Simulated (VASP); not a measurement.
Given:

```
CELL_PARAMETERS angstrom
      0.00000     2.89827     2.89827
      2.89827     0.00000     2.89827
      2.89827     2.89827     0.00000
ATOMIC_POSITIONS crystal
  Zn 0.00000 0.00000 0.00000
  Se 0.25000 0.25000 0.25000
```

The numbers are results of HSE06 screened hybrid, VASP's PBE PAW potentials (set 64) (plane waves; VASP 6.6.1), not measurements. Numerical set-up: 520 eV cut-off, 6×6×6 Γ-centred mesh, Gaussian smearing of 0.050 eV, potentials Zn Se.

Problem. Give the stress tensor in GPa (positive for a compressed cell).

Solution. 
```
-2.81   0.00   0.00
 0.00  -2.81   0.00
 0.00   0.00  -2.81
```
The pressure is its mean diagonal, -2.81 GPa.

The compound is ZnSe in the zinc blende structure. This cell is one point of a volume scan, at 1.03 of the reference volume. The cell's shape comes from a PBE relaxation.
